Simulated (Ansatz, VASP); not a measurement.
# WS2: VASP beside Ansatz, part 2 of 3

Wanted: the spread between two codes on one cell, functional and k mesh. The cell is taken from a series of runs on this material, whose earlier steps may have relaxed, scaled, displaced or heated it; both programs get it as it stands.

VASP 6.6.1 and Ansatz 0.2.0.

So far: The starting structure; VASP: zone-centre phonons, PBEsol, pair 1.

## 3. Ansatz: zone-centre phonons, PBEsol, pair 1

Level of this step: Ansatz beside VASP: Kohn-Sham DFT, plane waves, PBEsol (Ansatz).

Ansatz runs on its PAW soft_1 files.

The same cell, functional and mesh now go to Ansatz, which takes its cutoff from its data sets.

Contents of input.yaml:

```yaml
crystal:
  lattice:
    - [3.1773051722, 0.0, 0.0]
    - [-1.5886525861, 2.7516269947, 0.0]
    - [0.0, 0.0, 30.0]
  atoms:
    - { symbol: W, position: [0.3333333333, 0.6666666667, 0.3333333333] }
    - { symbol: S, position: [0.6666666667, 0.3333333333, 0.3851819369] }
    - { symbol: S, position: [0.6666666667, 0.3333333333, 0.2814847297] }
  periodic: [true, true, false]
kpoints:
  mp_grid: { grid: [12, 12, 1] }
hamiltonian:
  xc: pbesol
  pseudopotentials: { kind: paw, azcp: { folder: soft_1 }, xc_functional: pbe }
scf:
  occupations: { method: fixed }
output:
  eigenvalues: true
phonons:
  method: dfpt
```

Command:

```console
ansatz run input.yaml --threads 4 --pin off --max-ram 16384MiB --backend cpu --events-out ev --progress --plain --runs-dir out
```

Numbers of over 12 decimals in the logs are rounded to 6 here.

The program printed:

```text
Engine: ansatz 0.2.0, aarch64-unknown-linux-gnu
Pseudopotentials: kind: paw
Pseudopotential: W, paw, valence charge 14, recommended cutoff 420 eV (normal), soft_1/W.paw.azcp
Pseudopotential: S, paw, valence charge 6, recommended cutoff 420 eV (normal), soft_1/S.paw.azcp
Functional definition: PBEsol
  exchange = pbesol_x
  correlation = pbesol_c
Crystal: 3 atoms, lattice volume = 262.283 Å³
Basis set: ecut = 420 eV, 5153 PW (Γ), exchange–correlation on 48×48×432 points (8 copies of the dense FFT grid, shifted against one another)
Bands: 17, of which v1, the nominal top of the filled ones, is band 13 counted from 1 (12 counted from 0)
Symmetry: 12 space group operations
k-points: 43 of 144 (irreducible under 2 space group operations, time reversal used)
Non-local potential: W, projectors of the file, l = 0: 3, l = 1: 2, l = 2: 2, l = 3: 1
Non-local potential: S, projectors of the file, l = 0: 2, l = 1: 2, l = 2: 1
PAW form: soft (Blöchl's): semilocal exchange-correlation on the pseudo side does not see the compensation charge
PAW frozen core: W, regenerated for the run's functional, and the local potential with it (the file was generated under x = pbe(κ = 0.804, μ = 0.219515), c = pbe(β = 0.066725))
PAW frozen core: S, regenerated for the run's functional, and the local potential with it (the file was generated under x = pbe(κ = 0.804, μ = 0.219515), c = pbe(β = 0.066725))
PAW one-centre angular grid: W, 590 points (default); XC on 64 Gauss nodes
PAW one-centre angular grid: S, 110 points (default); XC on 64 Gauss nodes
Initial density: superposition of atomic densities (neutral atoms: chi_scale 0, normalization atom)
Initial wavefunctions: pseudopotential atomic-orbital guess
Functional: x = pbesol(κ = 0.804, μ = 0.123457), c = pbesol(β = 0.046)
SCF iter   1: F=—  HF=-12030.487535 eV  |F-HF|=—  |Δ(HF+E_count)|=         —  Δρ=2.05e-2  dr2=1.26e0  ethr=3.10e-3  ⟨swp⟩=7.8  Hψ=5328  notcnv=0  defer=64
preconditioner: auto → none  [insulator: Δε(μ)=1.620 eV  Ē_g=9.062 eV  n_scr=16 (ndim 8)  ℏωp=9.7 eV  f_vac=0.760  ε∞_Penn≈2.2]
SCF iter   2: F=—  HF=-12030.088278 eV  |F-HF|=—  |Δ(HF+E_count)|=   3.99e-1  Δρ=8.24e-3  dr2=1.10e-1  ethr=3.10e-3  ⟨swp⟩=4.1  Hψ=2212  notcnv=0  defer=85
SCF iter   3: F=—  HF=-12030.075353 eV  |F-HF|=—  |Δ(HF+E_count)|=   1.29e-2  Δρ=4.63e-3  dr2=8.94e-2  ethr=4.22e-4  ⟨swp⟩=4.1  Hψ=1682  notcnv=0  defer=86
SCF iter   4: F=—  HF=-12030.076088 eV  |F-HF|=—  |Δ(HF+E_count)|=   7.35e-4  Δρ=3.35e-3  dr2=9.67e-2  ethr=3.44e-4  ⟨swp⟩=4.4  Hψ=1454  notcnv=0  defer=84
SCF iter   5: F=—  HF=-12030.061776 eV  |F-HF|=—  |Δ(HF+E_count)|=   1.43e-2  Δρ=1.32e-3  dr2=1.51e-2  ethr=3.44e-4  ⟨swp⟩=2.6  Hψ=1367  notcnv=0  defer=74
SCF iter   6: F=—  HF=-12030.060189 eV  |F-HF|=—  |Δ(HF+E_count)|=   1.59e-3  Δρ=1.61e-4  dr2=6.90e-5  ethr=5.79e-5  ⟨swp⟩=3.9  Hψ=1460  notcnv=0  defer=86
SCF iter   7: F=—  HF=-12030.060238 eV  |F-HF|=—  |Δ(HF+E_count)|=   4.83e-5  Δρ=9.85e-5  dr2=5.33e-5  ethr=2.65e-7  ⟨swp⟩=4.6  Hψ=2095  notcnv=0  defer=86
SCF iter   8: F=—  HF=-12030.060230 eV  |F-HF|=—  |Δ(HF+E_count)|=   7.68e-6  Δρ=8.60e-5  dr2=1.58e-5  ethr=2.05e-7  ⟨swp⟩=3.2  Hψ=1491  notcnv=0  defer=86
SCF iter   9: F=—  HF=-12030.060224 eV  |F-HF|=—  |Δ(HF+E_count)|=   5.85e-6  Δρ=3.55e-5  dr2=2.61e-6  ethr=6.06e-8  ⟨swp⟩=3.0  Hψ=1233  notcnv=0  defer=86
SCF iter  10: F=—  HF=-12030.060222 eV  |F-HF|=—  |Δ(HF+E_count)|=   1.50e-6  Δρ=6.25e-6  dr2=8.23e-8  ethr=1.00e-8  ⟨swp⟩=3.3  Hψ=1573  notcnv=0  defer=78
SCF iter  11: F=—  HF=-12030.060222 eV  |F-HF|=—  |Δ(HF+E_count)|=   3.90e-8  Δρ=1.34e-6  dr2=1.54e-8  ethr=3.17e-10  ⟨swp⟩=4.0  Hψ=1807  notcnv=0  defer=75
SCF iter  12: F=—  HF=-12030.060222 eV  |F-HF|=—  |Δ(HF+E_count)|=   3.23e-9  Δρ=6.71e-7  dr2=1.04e-9  ethr=5.91e-11  ⟨swp⟩=3.4  Hψ=1491  notcnv=0  defer=75
SCF iter  13: F=-12030.060222 eV  HF=-12030.060222 eV  |F-HF|=2.73e-11  |Δ(HF+E_count)|=  2.02e-10  Δρ=1.62e-7  dr2=3.83e-11  ethr=1.00e-12  ⟨swp⟩=19.2  Hψ=9633  notcnv=0
SCF 1 converged in 13 iterations: F = -12030.060222 eV  dr2 = 3.83e-11
  greatest PAW one-centre occupation: 0.999 electrons in one spin orbital (limit 2), on the W atom at site 0 (counted from 0), in its partial waves of l = 0
DFPT response loops at Γ: preconditioner auto → none (the input reference at scf.mixing.eps_inf says where Resta's filter doesn't serve); β = 0.50; Broyden in place of MSR1
SCF converged after 13 iterations
Free energy (F): -12030.060222 eV
Harris-Foulkes:  -12030.060222 eV  (|F-HF|=2.73e-11)
Internal energy: -12030.060222 eV  (E = F + TS)
E sigma→0 (E₀):  -12030.060222 eV
Fermi energy:    -5.773086 eV
--- Per-component energies (eV) ---
  E_band       = -623.842297
  E_kinetic    = 633.812068
  E_local      = -44045.247822  (includes V_loc(G=0)·N_el)
  E_nonlocal   = 46.775564
  E_hartree    = 21660.507784
  E_xc         = -442.275972
  E_vxc        = -396.742737  (∫ρ·V_xc dr)
  E_paw        = -9635.632893  (= ΣΔE_a)
  E_vpaw       = -183.455122  (= ΣTr[D̂ρ^β])
  E_aug_tail   = 0.000155  (compensation charges beyond the density's cutoff)
  E_ewald      = 19751.655138
  E_core_change = 0.345757  (= ΣΔE_core)
  E_smearing   = -0.000000  (= −TS)
  E_closure    = 0.000000  (closes the sum)
  Σ components = -12030.060222   (vs F -12030.060222, Δ=0.00e0)
--- Band table (eV; the first three rows and the last of 43) ---
  k-point 0: bands = [... 9 lower, -7.8350, -7.4307, -7.4307, -5.7731, -2.8630, -2.8630, -2.6502, -2.6502]
  k-point 1: bands = [... 9 lower, -8.2863, -7.6123, -7.1750, -5.8354, -2.9694, -2.9368, -2.7580, -2.6429]
  k-point 2: bands = [... 9 lower, -8.2666, -8.0357, -7.1323, -6.1139, -3.3455, -2.9931, -2.9587, -2.1357]
  k-point 42: bands = [... 9 lower, -9.3172, -9.1236, -7.6306, -6.3936, -3.3078, -2.4751, -2.3181, -0.5941]
--- Phonons (Γ-DFPT): 4 representative perturbations + reference, on 43 of 144 k-points (Σ response iterations 17) ---
  k mesh reduced under 2 symmetry operations, with k and −k counted as one. Each operation leaves every solved perturbation unchanged. A smaller set is not used because it would not reduce the number of displacements times k-points to solve
  ASR residual: 1.244e-4 → 0.000e0 eV/Å²; symmetrization residual: 5.987e-6 eV/Å²
  ASR residual per site (eV/Å²): 3.62e-5 1.24e-4 1.24e-4
  Γ frequencies (cm⁻¹): 0.00 0.00 0.00 292.81 292.81 351.61 351.61 414.65 433.03
  non-analytic LO–TO correction: not included (Born effective charges unavailable; polar crystals: no LO–TO splitting at Γ)
```

## 4. Differences

Known differences besides the potentials themselves: fixed occupations in Ansatz, narrow Gaussian smearing in VASP; Ansatz cuts the interaction across the vacuum, VASP repeats the sheet without a dipole correction; the data sets hold 26 valence electrons in Ansatz (on its PAW soft_1 files) and 18 in VASP; the cutoff is 420 eV in Ansatz and 600 eV in VASP; Ansatz makes its cores anew for this functional, VASP keeps those of its PBE data sets. Total energies have different zeros and are not compared.

The two programs side by side:

```
                  quantity  Ansatz   VASP  difference
optical mode 1 to 2 (cm⁻¹)   292.8  294.7     -0.63 %
optical mode 3 to 4 (cm⁻¹)   351.6  353.7     -0.59 %
     optical mode 5 (cm⁻¹)   414.6  418.7     -0.96 %
     optical mode 6 (cm⁻¹)   433.0  435.1     -0.48 %
```

Modes are paired by rising frequency, not by their patterns, so a pair may set unlike modes beside each other; they are those without the splitting of longitudinal modes. Where the cell holds vacuum, a pressure given here is an average over it and none of the material.

## 5. VASP: zone-centre phonons, PBEsol, pair 2

Second derivatives magnify differences that forces hide, and they need a tight electronic threshold.

Contents of INCAR:

```
SYSTEM = WS2
PREC = Accurate
ENCUT = 600
EDIFF = 1E-08
NELM = 120
ISMEAR = 0
SIGMA = 0.01
LREAL = .FALSE.
ALGO = Normal
GGA = PS
NBANDS = 15
LASPH = .TRUE.
LORBIT = 11
LWAVE = .FALSE.
LCHARG = .FALSE.
ISIF = 2
IBRION = 8
GGA_COMPAT = .FALSE.
EFERMI = MIDGAP
NELMDL = -8
KPAR = 2
```

Contents of POSCAR:

```
WS2
1.0
    3.2087636393      0.0000000000      0.0000000000
   -1.6043818196      2.7243831631      0.0000000000
    0.0000000000      0.0000000000     30.0000000000
W S
1 2
Direct
    0.3325179123      0.6650358245      0.3333333333
    0.6670743772      0.3341487543      0.3851804030
    0.6670743772      0.3341487543      0.2814862636
```

Contents of KPOINTS:

```
Automatic mesh
0
Gamma
12 12 1
0 0 0
```

PAW data sets: W and S (PBE family, release 64).

Command:

```console
mpirun -np 2 vasp_std
```

The program printed:

```text
[banner, memory and clock lines left out]
running    2 mpi-ranks, on    1 nodes
[...]
[... a notice as in an earlier step ...]

 LDA part: xc-table for (Slater+PW92), standard interpolation
 POSCAR, INCAR and KPOINTS ok, starting setup
[...]
entering main loop
       N       E                     dE             d eps       ncg     rms          rms(c)
DAV:   1     0.145899778967E+03    0.14590E+03   -0.62006E+03  1290   0.950E+02
DAV:   2    -0.724164101792E+01   -0.15314E+03   -0.14180E+03  2213   0.168E+02
DAV:   3    -0.262689207689E+02   -0.19027E+02   -0.18875E+02  1829   0.745E+01
DAV:   4    -0.266644369008E+02   -0.39552E+00   -0.39330E+00  1740   0.135E+01
[...]
DAV:  28    -0.252918899564E+02   -0.53022E-07    0.58413E-10  1436   0.489E-05    0.273E-05
DAV:  29    -0.252918899804E+02   -0.24020E-07    0.69953E-10  1142   0.366E-05    0.110E-05
DAV:  30    -0.252918899876E+02   -0.71655E-08    0.78211E-10  1310   0.220E-05
   1 F= -.25291890E+02 E0= -.25291890E+02  d E =0.000000E+00
[...]
RMM:  17    -0.924003424687E-01    0.69422E-09   -0.14146E-07  2161   0.129E-04    0.312E-07
RMM:  18    -0.924003421092E-01    0.35950E-09   -0.14289E-07  2068   0.129E-04    0.157E-07
RMM:  19    -0.924003417628E-01    0.34632E-09   -0.14382E-07  1976   0.129E-04    0.609E-08
 first order change of Fermi-energy   0.44512E-02
 force on displaced ion       2 direction 2 :  -0.000 -10.723  -0.339
 Linear response progress:
  Degree of freedom:   6/  6
       N       E                     dE             d eps       ncg     rms          rms(c)
RMM:   1    -0.160674861670E+00   -0.16067E+00    0.17626E-02  3054   0.216E+00
RMM:   2    -0.157199590346E+00    0.34753E-02   -0.32378E-03  2108   0.428E-01    0.355E-01
RMM:   3    -0.157090493093E+00    0.10910E-03   -0.39775E-04  2185   0.126E-01    0.257E-01
RMM:   4    -0.157235145734E+00   -0.14465E-03   -0.27256E-04  2177   0.785E-02    0.455E-02
[...]
RMM:  15    -0.157231409622E+00   -0.19545E-06   -0.33138E-07  2621   0.231E-04    0.215E-05
RMM:  16    -0.157231427967E+00   -0.18345E-07   -0.14097E-07  2617   0.134E-04    0.216E-05
RMM:  17    -0.157231435272E+00   -0.73050E-08    0.74975E-08  2660   0.134E-04    0.110E-05
 first order change of Fermi-energy   0.12788E+01
 force on displaced ion       2 direction 3 :  -0.000  -0.340 -18.604
 Linear response finished
```

From OUTCAR (step 5):

```text
  Total       -1.7073058     -0.5000366     -0.0918109     -0.0000000      0.0000000      0.0000000
  in kB      -10.4302500     -3.0548167     -0.5608900     -0.0000000      0.0000000      0.0000000
  external PRESSURE =      -4.6819856 kB  Pullay stress =       0.0000000 kB

 POSITION                                       TOTAL-FORCE (eV/Angst)
 -----------------------------------------------------------------------------------
      0.00000      1.81181     10.00000        -0.000000     -0.001606      0.000000
      1.60438      0.91035     11.55541         0.000000      0.000803     -0.026827
      1.60438      0.91035      8.44459         0.000000      0.000803      0.026827
 -----------------------------------------------------------------------------------
    total drift:                               -0.000000      0.000137      0.000000

[... 2 further parts left out ...]
```

## 6. Ansatz: zone-centre phonons, PBEsol, pair 2

The same cell, functional and mesh now go to Ansatz, which takes its cutoff from its data sets.

The cell is taken from a series of runs on this material, whose earlier steps may have relaxed, scaled, displaced or heated it; both programs get it as it stands.

input.yaml, the sections that differ from step 3:

```yaml
crystal:
  lattice:
    - [3.2087636393, 0.0, 0.0]
    - [-1.6043818196, 2.7243831631, 0.0]
    - [0.0, 0.0, 30.0]
  atoms:
    - { symbol: W, position: [0.3325179123, 0.6650358245, 0.3333333333] }
    - { symbol: S, position: [0.6670743772, 0.3341487543, 0.385180403] }
    - { symbol: S, position: [0.6670743772, 0.3341487543, 0.2814862636] }
  periodic: [true, true, false]
# kpoints, hamiltonian, scf, output, phonons: as in step 3
```

Command:

```console
ansatz run input.yaml --threads 4 --pin off --max-ram 16384MiB --backend cpu --events-out ev --progress --plain --runs-dir out
```

The program printed:

```text
zone centre: on kpoints.mp_grid the ground state, and the responses unless they are solved on pairs of k-points, stand on 43 of the mesh's 144 k-points, reduced under 2 symmetry operations, with k and −k counted as one. Each operation leaves every solved displacement unchanged or reverses it
[...]
Crystal: 3 atoms, lattice volume = 262.257 Å³
[...]
k-point 2: bands = [... 9 lower, -8.3712, -8.1344, -7.0993, -6.0833, -3.2791, -3.0990, -2.9615, -2.1663]
  k-point 42: bands = [... 9 lower, -9.2832, -9.1722, -7.6556, -6.3295, -3.3326, -2.6159, -2.2846, -0.5733]
[...]
ASR residual: 9.848e-5 → 0.000e0 eV/Å²; symmetrization residual: 5.050e-6 eV/Å²
  ASR residual per site (eV/Å²): 3.02e-5 9.85e-5 9.85e-5
  Γ frequencies (cm⁻¹): 0.00 0.00 0.00 291.19 294.19 349.05 353.81 414.79 433.06
[...]
[key lines of the parts left out:]
SCF converged after 13 iterations
Free energy (F): -12030.054313 eV
Fermi energy:    -5.774144 eV
```

## 7. Side by side

What differs besides the data sets and the points named for the pairs above, as far as they apply: the data sets hold 26 valence electrons in Ansatz (on its PAW soft_1 files) and 18 in VASP. Total energies have different zeros and are not compared.

Both answers:

```
             quantity  Ansatz   VASP  difference
optical mode 1 (cm⁻¹)   291.2  293.0     -0.63 %
optical mode 2 (cm⁻¹)   294.2  296.1     -0.64 %
optical mode 3 (cm⁻¹)   349.1  351.1     -0.59 %
optical mode 4 (cm⁻¹)   353.8  355.9     -0.60 %
optical mode 5 (cm⁻¹)   414.8  418.8     -0.97 %
optical mode 6 (cm⁻¹)   433.1  435.2     -0.48 %
```

Modes are paired by rising frequency, not by their patterns, so a pair may set unlike modes beside each other; they are those without the splitting of longitudinal modes. Where the cell holds vacuum, a pressure given here is an average over it and none of the material.

(Continued in part 3 of 3.)

[Lines on the potential files, build, host, timing and source positions are cut from VASP's logs without a mark.]

[Logs are printed without paths, hosts, clocks, repeated set-up lines and the standing remarks that a program may print on its own settings, such as how far it seeks lower states.]

[Hosts, paths, dates, database ids (printed as entryN), source tags and the programs' standing remarks are cut or masked in the printed files.]
